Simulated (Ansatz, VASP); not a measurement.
## Ga2AsP in two plane-wave programs

One calculation is typed for both programs; each brings its own data sets. How far apart do they land? The structure shown is the start of the Ansatz relaxation below; VASP solves that cell, so the two are compared at the walk's first step.

Program: Ansatz 0.2.0. Level of theory: plane waves, with VASP 6.6.1 beside it; single point at PBEsol. Results are calculated unless marked as measured.

## 1. Set-up

The structure is trigonal, space group R3m (No. 160). Conventional cell: a = 3.883 Å, b = 3.883 Å, c = 19.032 Å, α = 90.00°, β = 90.00°, γ = 120.00°. Nearest to Ga lie 3 P at 2.36 Å and 1 As at 2.42 Å. Nearest to Ga lie 1 P at 2.33 Å and 3 As at 2.40 Å. P has 4 Ga at 2.33 to 2.36 Å nearest. Nearest to As lie 4 Ga at 2.40 to 2.42 Å. Farther neighbours are not listed.

## 2. Ansatz: relaxation, PBEsol

Ansatz runs on its default PAW (the set named soft_2) files.

The two programs are compared at the cell with which this relaxation starts, whose forces are those of its first step.

Contents of input.yaml:

```yaml
crystal:
  lattice:
    - [1.9412542401, 1.1207834933, 6.3438347116]
    - [-1.9412542401, 1.1207834933, 6.3438347116]
    - [0.0, -2.2415674809, 6.3438346243]
  atoms:
    - { symbol: Ga, position: [0.0024957384, 0.0024957384, 0.0024957384] }
    - { symbol: Ga, position: [0.4974230348, 0.4974230348, 0.4974230348] }
    - { symbol: P, position: [0.3748854151, 0.3748854151, 0.3748854151] }
    - { symbol: As, position: [0.8751958116, 0.8751958116, 0.8751958116] }
kpoints:
  mp_grid: { grid: [9, 9, 9] }
hamiltonian:
  xc: pbesol
scf:
  occupations: { method: gaussian, width: 0.02 }
output:
  forces: true
  stress: true
  eigenvalues: true
relax:
  adjacent_minimum: "off"
  f_tol: 0.001
  max_steps: 60
  cell: { stress_tol: 0.02, fix: [volume] }
```

Started as:

```console
> ansatz run input.yaml --threads 4 --pin off --max-ram 8192MiB --backend cpu --events-out ev --progress --plain --runs-dir out
```

Numbers of over 12 decimals in the logs are rounded to 6 here.

What it wrote:

```text
basis.fft_grid_basis auto: the FFT boxes are laid along the combinations [[1, 0, -1], [0, 1, -1], [0, 0, 1]] of the cell's own vectors, 3.883, 3.883 and 6.728 Å long. The dense box has 27×27×45 points. Along the cell's own vectors, as sized, it would have 45×45×45, 2.78 times as many. Of the 6 symmetry operations that the crystal satisfies within crystal.symmetry.tolerance (time reversal apart; of a slab, those that  [...]
Engine: ansatz 0.2.0, aarch64-unknown-linux-gnu
Pseudopotentials: kind: paw
Pseudopotential: Ga, paw, valence charge 13, recommended cutoff 420 eV (normal), Ga.paw.azcp
Pseudopotential: P, paw, valence charge 5, recommended cutoff 420 eV (normal), P.paw.azcp
Pseudopotential: As, paw, valence charge 15, recommended cutoff 420 eV (normal), As.paw.azcp
Functional definition: PBEsol
  exchange = pbesol_x
  correlation = pbesol_c
Crystal: 4 atoms, lattice volume = 82.815 Å³
Basis set: ecut = 420 eV, 1665 PW (Γ), FFT grids on a1−a3, a2−a3, a3, exchange–correlation on 54×54×90 points (8 copies of the dense FFT grid, shifted against one another)
Bands: 28, of which v1, the nominal top of the filled ones, is band 23 counted from 1 (22 counted from 0)
Symmetry: 6 space group operations
Space group: R3m (ITA 160), of the structure as read, at distance tolerance 4.4e-5 Å
k-points: 85 of 729 (time reversal used)
Non-local potential: Ga, projectors of the file, l = 0: 2, l = 1: 2, l = 2: 3, l = 3: 1
Non-local potential: P, projectors of the file, l = 0: 2, l = 1: 2, l = 2: 2
Non-local potential: As, projectors of the file, l = 0: 2, l = 1: 2, l = 2: 3, l = 3: 1
PAW form: soft (Blöchl's): semilocal exchange-correlation on the pseudo side does not see the compensation charge
PAW frozen core: Ga, regenerated for the run's functional, and the local potential with it (the file was generated under x = pbe(κ = 0.804, μ = 0.219515), c = pbe(β = 0.066725))
PAW frozen core: P, regenerated for the run's functional, and the local potential with it (the file was generated under x = pbe(κ = 0.804, μ = 0.219515), c = pbe(β = 0.066725))
PAW frozen core: As, regenerated for the run's functional, and the local potential with it (the file was generated under x = pbe(κ = 0.804, μ = 0.219515), c = pbe(β = 0.066725))
PAW one-centre angular grid: Ga, 590 points (default); XC on 64 Gauss nodes
PAW one-centre angular grid: P, 110 points (default); XC on 64 Gauss nodes
PAW one-centre angular grid: As, 590 points (default); XC on 64 Gauss nodes
Initial density: superposition of atomic densities (neutral atoms: chi_scale 0, normalization atom), corrected by the library's trained network
Initial wavefunctions: pseudopotential atomic-orbital guess
Functional: x = pbesol(κ = 0.804, μ = 0.123457), c = pbesol(β = 0.046)
SCF iter   1: F=—  HF=-13040.867718 eV  |F-HF|=—  |Δ(HF+E_count)|=         —  Δρ=4.08e-3  dr2=2.40e-2  ethr=1.77e-3  ⟨swp⟩=7.2  Hψ=11039  notcnv=0
preconditioner: auto → Resta (q_TF=auto, 2.474 Å⁻¹)  ε∞=3.9  [insulator: Δε(μ)=1.159 eV  Ē_g=14.325 eV  σ=0.020 eV  W_gap=1.00  n_scr=22 (ndim 8)  ℏωp=24.5 eV  f_vac=0.036  D(μ)=0.00/eV (n_scr^D=0)  ε∞_Penn≈3.9]
SCF iter   2: F=—  HF=-13040.858529 eV  |F-HF|=—  |Δ(HF+E_count)|=   9.19e-3  Δρ=2.07e-3  dr2=4.92e-3  ethr=5.22e-5  ⟨swp⟩=2.9  Hψ=3996  notcnv=0  defer=85
SCF iter   3: F=—  HF=-13040.857790 eV  |F-HF|=—  |Δ(HF+E_count)|=   7.40e-4  Δρ=7.69e-4  dr2=5.10e-4  ethr=1.07e-5  ⟨swp⟩=2.1  Hψ=4176  notcnv=0  defer=85
SCF iter   4: F=—  HF=-13040.857598 eV  |F-HF|=—  |Δ(HF+E_count)|=   1.91e-4  Δρ=3.23e-4  dr2=1.50e-4  ethr=1.11e-6  ⟨swp⟩=2.0  Hψ=3998  notcnv=0  defer=85
SCF iter   5: F=—  HF=-13040.857630 eV  |F-HF|=—  |Δ(HF+E_count)|=   3.15e-5  Δρ=1.14e-4  dr2=1.61e-5  ethr=3.25e-7  ⟨swp⟩=2.1  Hψ=3627  notcnv=0  defer=85
SCF iter   6: F=—  HF=-13040.857649 eV  |F-HF|=—  |Δ(HF+E_count)|=   1.88e-5  Δρ=2.32e-5  dr2=4.79e-7  ethr=3.50e-8  ⟨swp⟩=3.0  Hψ=4685  notcnv=0  defer=85
SCF iter   7: F=-13040.857649 eV  HF=-13040.857649 eV  |F-HF|=6.06e-8  |Δ(HF+E_count)|=   6.45e-7  Δρ=7.36e-6  dr2=4.88e-8  ethr=2.17e-10  ⟨swp⟩=9.9  Hψ=13098  notcnv=0
SCF 1 converged in 7 iterations: F = -13040.857649 eV  dr2 = 4.88e-8
  greatest PAW one-centre occupation: 0.999 electrons in one spin orbital (limit 2), on the As atom at site 3 (counted from 0), in its partial waves of l = 2
relax step   1: F+E_penalty+E_count = -13040.85764915 eV  Δ(F+E_penalty+E_count) = +0.000e0 eV  max|allowed force component| = 2.405e-2 eV/Å  Δτ_max = 0.0000 Å  P = +2.508 GPa  Ω = 82.815 Å³  fix = [volume]  reactions: volume +2.508 GPa  (7 SCF iters, dr2 threshold 1.00e-7 eV, accepted)
[...]
relax step   2: F+E_penalty+E_count = -13040.85769697 eV  Δ(F+E_penalty+E_count) = -4.782e-5 eV  max|allowed force component| = 2.911e-3 eV/Å  Δτ_max = 0.0018 Å  P = +2.502 GPa  Ω = 82.815 Å³  energy of the carried Pulay correction = +2.591e-17 eV  fix = [volume]  reactions: volume +2.502 GPa  (4 SCF iters, dr2 threshold 3.61e-8 eV, accepted)
[...]
relax step   3: F+E_penalty+E_count = -13040.85769738 eV  Δ(F+E_penalty+E_count) = -4.119e-7 eV  max|allowed force component| = 9.099e-4 eV/Å  Δτ_max = 0.0001 Å  P = +2.502 GPa  Ω = 82.815 Å³  fix = [volume]  reactions: volume +2.502 GPa  (4 SCF iters, dr2 threshold 5.30e-10 eV, accepted)
[...]
relax step   4: F+E_penalty+E_count = -13040.85769536 eV  Δ(F+E_penalty+E_count) = +2.024e-6 eV  max|allowed force component| = 9.161e-4 eV/Å  Δτ_max = 0.0000 Å  P = +2.502 GPa  Ω = 82.815 Å³  fix = [volume]  reactions: volume +2.502 GPa  stress off target by 3.58e-3 GPa on what of the cell is left free  SCF on the basis re-selected at this cell (its energy is not comparable with the rows above)  (6 SCF iters)
basis re-selected at this cell: Δ(F+E_penalty+E_count) = +2.024e-6 eV, ΔP = +0.000 GPa vs the last step (what re-selecting the basis moved, of the pressure what is left beyond the Pulay correction that the steps carried, after the strain that the cell walked since its last selection, with what the two solves' SCF thresholds leave and, on support functions, any second-order correction that the steps lacked; it is no m [...]
SCF converged after 6 iterations
Free energy (F): -13040.857695 eV
Harris-Foulkes:  -13040.857695 eV  (|F-HF|=5.46e-12)
Internal energy: -13040.857695 eV  (E = F + TS)
E sigma→0 (E₀):  -13040.857695 eV
Fermi energy:    8.662958 eV
--- Per-component energies (eV) ---
  E_band       = -361.300423
  E_kinetic    = 407.413776
  E_local      = -6315.464117  (includes V_loc(G=0)·N_el)
  E_nonlocal   = 217.701910
  E_hartree    = 3092.797940
  E_xc         = -277.951254
  E_vxc        = -257.799065  (∫ρ·V_xc dr)
  E_paw        = -6246.026792  (= ΣΔE_a)
  E_vpaw       = -598.748681  (= ΣTr[D̂ρ^β])
  E_aug_tail   = -0.000220  (compensation charges beyond the density's cutoff)
  E_ewald      = -3922.067418
  E_core_change = 2.738480  (= ΣΔE_core)
  E_smearing   = -0.000000  (= −TS)
  E_closure    = -0.000000  (closes the sum)
  Σ components = -13040.857695   (vs F -13040.857695, Δ=0.00e0)
--- Forces (eV/Å), atoms counted from 1 ---
  atom   1  Ga     0.00000000    -0.00000000     0.00047337
  atom   2  Ga     0.00000000    -0.00000000     0.00091608
  atom   3  P      0.00000000     0.00000000    -0.00083976
  atom   4  As     0.00000000     0.00000000    -0.00054967
  max |Σ_I F_I| component: 1.96e-8 eV/Å
--- Stress (GPa, compression-positive) ---
        2.500009       0.000000      -0.000000
        0.000000       2.500009      -0.000000
       -0.000000      -0.000000       2.505385
  P = ⅓ Tr σ = 2.5018 GPa (25.018 kbar)
--- Band table (eV; the first three rows and the last of 85) ---
  k-point 0: bands = [... 19 lower, 6.7273, 7.9771, 8.0952, 8.0952, 9.2305, 9.4335, 11.6950, 11.6950, ... 1 higher]
  k-point 1: bands = [... 19 lower, 6.5462, 6.7456, 7.7128, 7.7387, 10.0846, 10.3906, 11.5325, 12.1856, ... 1 higher]
  k-point 2: bands = [... 19 lower, 4.9698, 6.1640, 7.0107, 7.0624, 10.4260, 10.9003, 11.5583, 13.0271, ... 1 higher]
  k-point 84: bands = [... 19 lower, 6.0236, 6.6456, 6.8540, 7.5304, 10.3311, 10.9601, 11.8388, 12.5495, ... 1 higher]
--- Relaxed structure (3 steps of the walk, 3 accepted, 1 SCFs on fresh bases) ---
  F+E_penalty+E_count = -13040.85769536 eV   max|allowed force component| = 9.161e-4 eV/Å   (the final SCF, on the basis selected at the relaxed cell)
  cell:  # Å, volume = 82.8147 Å³
    - [1.941222, 1.120765, 6.344043]
    - [-1.941222, 1.120765, 6.344043]
    - [0, -2.241531, 6.344042]
  atoms:
    - { symbol: Ga, position: [0.0025402, 0.0025402, 0.0025402] }
    - { symbol: Ga, position: [0.497376, 0.497376, 0.497376] }
    - { symbol: P, position: [0.374796, 0.374796, 0.374796] }
    - { symbol: As, position: [0.875288, 0.875288, 0.875288] }
```

Reading the cycles: dr2 is the Hartree energy of the density residual (eV), the measure of convergence; HF is the Harris–Foulkes estimate of the energy, which meets the free energy F at convergence.

## 3. VASP: single point, PBEsol, start cell, pair 1

The same cell, functional, mesh and smearing now go to VASP, with its own data sets.

Lines of VASP's logs that name or quote its potential files are left out, and so is its time.

Contents of INCAR:

```
SYSTEM = Ga2AsP
PREC = Accurate
ENCUT = 400
EDIFF = 1E-06
NELM = 120
ISMEAR = 0
SIGMA = 0.02
LREAL = .FALSE.
ALGO = Normal
GGA = PS
NBANDS = 24
LORBIT = 11
LWAVE = .FALSE.
LCHARG = .FALSE.
ISIF = 2
LASPH = .TRUE.
GGA_COMPAT = .FALSE.
EFERMI = MIDGAP
KPAR = 2
```

Contents of POSCAR:

```
Ga2AsP
1.0
    1.9412540000      1.1207830000      6.3438350000
   -1.9412540000      1.1207830000      6.3438350000
    0.0000000000     -2.2415670000      6.3438350000
Ga P As
2 1 1
Direct
    0.0024957567      0.0024957567      0.0024957556
    0.4974231101      0.4974231101      0.4974228882
    0.3748854366      0.3748854366      0.3748852694
    0.8751959173      0.8751959173      0.8751955269
```

Contents of KPOINTS:

```
Automatic mesh
0
Gamma
9 9 9
0 0 0
```

The projector-augmented-wave data sets are Ga_d, P and As (PBE family, release 64).

Started as:

```console
> mpirun -np 2 vasp_std
```

What it wrote:

```text
[banner, memory and clock lines left out]
running    2 mpi-ranks, on    1 nodes
 distrk:  each k-point on    1 cores,    2 groups
 distr:  one band on    1 cores,    1 groups

 POSCAR found type information on POSCAR GaP As
 POSCAR found :  3 types and       4 ions
|                                                                             |
|               ----> ADVICE to this user running VASP <----                  |
|                                                                             |
|     You enforced a specific xc type in the INCAR file but a different       |
|     [... a line on the potential file left out ...]
|     I HOPE YOU KNOW WHAT YOU ARE DOING!                                     |
|                                                                             |

 LDA part: xc-table for (Slater+PW92), standard interpolation
 POSCAR, INCAR and KPOINTS ok, starting setup
 FFT: planning ... GRIDC
 FFT: planning ... GRID_SOFT
 FFT: planning ... GRID
 WAVECAR not read
 entering main loop
       N       E                     dE             d eps       ncg     rms          rms(c)
DAV:   1     0.210217166099E+03    0.21022E+03   -0.15457E+04  4160   0.189E+03
DAV:   2     0.288660148962E+01   -0.20733E+03   -0.20181E+03  4472   0.403E+02
DAV:   3    -0.188879230564E+02   -0.21775E+02   -0.21676E+02  5080   0.111E+02
DAV:   4    -0.194465315328E+02   -0.55861E+00   -0.55822E+00  5104   0.199E+01
DAV:   5    -0.194578183052E+02   -0.11287E-01   -0.11284E-01  5296   0.246E+00    0.523E+00
DAV:   6    -0.190264970280E+02    0.43132E+00   -0.74280E-01  5816   0.150E+01    0.308E+00
DAV:   7    -0.189541869748E+02    0.72310E-01   -0.33350E-01  5328   0.400E+00    0.108E+00
DAV:   8    -0.189510844750E+02    0.31025E-02   -0.58969E-02  5264   0.338E+00    0.212E-01
DAV:   9    -0.189508690502E+02    0.21542E-03   -0.72204E-03  5200   0.148E+00    0.891E-02
DAV:  10    -0.189508963311E+02   -0.27281E-04   -0.84942E-04  5248   0.308E-01    0.468E-02
DAV:  11    -0.189509718675E+02   -0.75536E-04   -0.18557E-04  5632   0.947E-02    0.168E-02
DAV:  12    -0.189509641966E+02    0.76709E-05   -0.38954E-05  5280   0.742E-02    0.963E-03
DAV:  13    -0.189509659604E+02   -0.17639E-05   -0.61640E-06  4520   0.185E-02    0.164E-03
DAV:  14    -0.189509660324E+02   -0.72013E-07   -0.52701E-07  3232   0.595E-03
   1 F= -.18950966E+02 E0= -.18950966E+02  d E =0.000000E+00
```

From OUTCAR (step 3):

```text
ion  position               nearest neighbor table
   1  0.002  0.002  0.002-   3 2.36   3 2.36   3 2.36   4 2.42
   2  0.497  0.497  0.497-   3 2.33   4 2.40   4 2.40   4 2.40
   3  0.375  0.375  0.375-   2 2.33   1 2.36   1 2.36   1 2.36
   4  0.875  0.875  0.875-   2 2.40   2 2.40   2 2.40   1 2.42

  LATTYP: Found a trigonal (rhomboedric) cell.
 ALAT       =     6.7282140374
 COS(alpha) =     0.8335073272

 Subroutine GETGRP returns: Found  6 space group operations
 (whereof  6 operations were pure point group operations)

The static configuration has the point symmetry C_3v.

 Found     85 irreducible k-points:

   k-points           NKPTS =     85   k-points in BZ     NKDIM =     85   number of bands    NBANDS=     24

   dimension x,y,z NGX =    48 NGY =   48 NGZ =   48
   dimension x,y,z NGXF=    96 NGYF=   96 NGZF=   96

   ENCUT  =  400.0 eV  29.40 Ry    5.42 a.u.  10.97 10.97 10.97*2*pi/ulx,y,z

   NELECT =      36.0000    total number of electrons

 k-points in reciprocal lattice and weights: Automatic mesh
   0.00000000  0.00000000  0.00000000       0.001
   0.11111111  0.00000000  0.00000000       0.008
   0.22222222 -0.00000000  0.00000000       0.008
   0.33333333  0.00000000  0.00000000       0.008
   0.44444444 -0.00000000  0.00000000       0.008
   0.11111111  0.11111111  0.00000000       0.008
   0.22222222  0.11111111 -0.00000000       0.016
   0.33333333  0.11111111 -0.00000000       0.016
   0.44444444  0.11111111  0.00000000       0.016
[...]
0.44444444  0.44444444  0.44444444       0.003
  -0.44444444  0.44444444  0.44444444       0.008

 average (electrostatic) potential at core
       1 -65.5281       2 -65.3744       3 -83.7321       4 -49.3290

 E-fermi :   5.1625

 k-point     1 :       0.0000    0.0000    0.0000
  band No.  band energies     occupation
    ...
     14       3.2260      2.00000
     15       3.2260      2.00000
     16       4.4765      2.00000
     17       4.5915      2.00000
     18       4.5915      2.00000
     19       5.7336      0.00000
     20       5.9424      0.00000
     21       8.1974      0.00000
     22       8.1974      0.00000
     23       8.2940      0.00000
    ...

 k-point     2 :       0.1111    0.0000    0.0000
  band No.  band energies     occupation
    ...
     14       2.2449      2.00000
     15       3.0449      2.00000
     16       3.2427      2.00000
     17       4.2112      2.00000
     18       4.2335      2.00000
     19       6.5865      0.00000
     20       6.8990      0.00000
     21       8.0307      0.00000
     22       8.6898      0.00000
     23       8.7010      0.00000
    ...

 k-point     3 :       0.2222   -0.0000    0.0000
  band No.  band energies     occupation
    ...
     14       0.8465      2.00000
     15       1.4636      2.00000
     16       2.6630      2.00000
     17       3.5079      2.00000
     18       3.5550      2.00000
     19       6.9293      0.00000
     20       7.3966      0.00000
     21       8.0596      0.00000
     22       9.5347      0.00000
     23       9.7109      0.00000
    ...

  Total        1.2169385      1.2169381      1.2171610      0.0000000     -0.0000001      0.0000000
  in kB       23.5435559     23.5435480     23.5478610      0.0000000     -0.0000012      0.0000000
  external PRESSURE =      23.5449883 kB  Pullay stress =       0.0000000 kB

  energy-cutoff  :      400.00
  volume of cell :       82.81
      direct lattice vectors                 reciprocal lattice vectors
     1.941254000  1.120783000  6.343835000     0.257565471  0.148705518  0.052544460
    -1.941254000  1.120783000  6.343835000    -0.257565471  0.148705518  0.052544460
     0.000000000 -2.241567000  6.343835000     0.000000000 -0.297411037  0.052544436

 POSITION                                       TOTAL-FORCE (eV/Angst)
 -----------------------------------------------------------------------------------
      0.00000     -0.00000      0.04750         0.000000     -0.000000      0.023226
      0.00000     -0.00000      9.46671         0.000000      0.000000     -0.026703
      0.00000     -0.00000      7.13463         0.000000      0.000000     -0.020289
      0.00000     -0.00000     16.65629         0.000000     -0.000000      0.023767
 -----------------------------------------------------------------------------------
    total drift:                                0.000000     -0.000378     -0.000106

  FREE ENERGIE OF THE ION-ELECTRON SYSTEM (eV)
  ---------------------------------------------------
  free  energy   TOTEN  =       -18.9509660324 eV

  energy  without entropy=      -18.9509660324  energy(sigma->0) =      -18.95096603

 total charge
# of ion       s       p       d       tot
------------------------------------------
    1        0.869   0.845  10.008  11.722
    2        0.881   0.879  10.011  11.771
    3        1.019   1.507   0.000   2.526
    4        1.207   1.639   0.035   2.881
--------------------------------------------------
tot          3.977   4.870  20.054  28.900

[... 3 further parts left out ...]
```

The run ends at a pressure of 2.35 GPa, with forces up to 0.027 eV/Å.

## 4. Comparison

Known differences besides the potentials themselves: the data sets hold 46 valence electrons in Ansatz (on its default PAW (the set named soft_2) files) and 36 in VASP; the cutoff is 420 eV in Ansatz and 400 eV in VASP; Ansatz makes its cores anew for this functional, VASP keeps those of its PBE data sets. Total energies have different zeros and are not compared.

At this near-relaxed geometry the largest component of a force difference is 19 meV/Å.

## 5. What the set-up changes

Further runs change the set-up of one program: Ansatz's method, potentials or start, or VASP's data sets, cutoff or form of LDA. The table gives that difference for each run.

```csv
run,r.m.s. force difference (meV/Å)
as above,7.2
VASP with a cutoff of 500 eV (perhaps on Ansatz's relaxed cell),7.7
```

## 6. Ansatz: relaxation, PBEsol

The two programs are compared at the cell with which this relaxation starts, whose forces are those of its first step. The cell compared in this pair holds 72.57 Å³, against 82.81 Å³ for the pair before.

The structure compared here is the start of the Ansatz relaxation; VASP solves that cell, so the two are compared at the walk's first step.

Changes to input.yaml since step 2:

```diff
@@ -2,5 +2,5 @@
   lattice:
-    - [1.9412542401, 1.1207834933, 6.3438347116]
-    - [-1.9412542401, 1.1207834933, 6.3438347116]
-    - [0.0, -2.2415674809, 6.3438346243]
+    - [1.8576539462, 1.0725168482, 6.0706368814]
+    - [-1.8576539462, 1.0725168482, 6.0706368814]
+    - [0.0, -2.1450341694, 6.0706367978]
   atoms:
```

Started as:

```console
> ansatz run input.yaml --threads 4 --pin off --max-ram 8192MiB --backend cpu --events-out ev --progress --plain --runs-dir out
```

What it wrote:

```text
[...]
Crystal: 4 atoms, lattice volume = 72.570 Å³
Basis set: ecut = 420 eV, 1443 PW (Γ), FFT grids on a1−a3, a2−a3, a3, exchange–correlation on 50×50×90 points (8 copies of the dense FFT grid, shifted against one another)
Bands: 28, of which v1, the nominal top of the filled ones, is band 23 counted from 1 (22 counted from 0)
Symmetry: 6 space group operations
[...]
--- Relaxed structure (4 steps of the walk, 4 accepted, 1 SCFs on fresh bases) ---
[...]
cell:  # Å, volume = 72.5696 Å³
    - [1.857432, 1.072389, 6.072087]
    - [-1.857432, 1.072389, 6.072087]
    - [0, -2.144778, 6.072087]
  atoms:
    - { symbol: Ga, position: [0.00281811, 0.00281811, 0.00281811] }
    - { symbol: Ga, position: [0.497095, 0.497095, 0.497095] }
    - { symbol: P, position: [0.374383, 0.374383, 0.374383] }
    - { symbol: As, position: [0.875704, 0.875704, 0.875704] }
[key lines of the parts left out:]
SCF converged after 5 iterations
Free energy (F): -13040.258879 eV
Fermi energy:    10.504270 eV
P = ⅓ Tr σ = 17.9287 GPa (179.287 kbar)
```

(Part 1 of 2 ends here.)

[Lines on the potential files, build, host, timing and source positions are cut from VASP's logs without a mark.]

[Logs are printed without paths, hosts, clocks, repeated set-up lines and the standing remarks that a program may print on its own settings, such as how far it seeks lower states.]

[Hosts, paths, dates, database ids (printed as entryN), source tags and the programs' standing remarks are cut or masked in the printed files.]

[Rows of further runs with another cutoff or data set may stand on the cell that Ansatz relaxed, not on the start cell of the pair above them.]
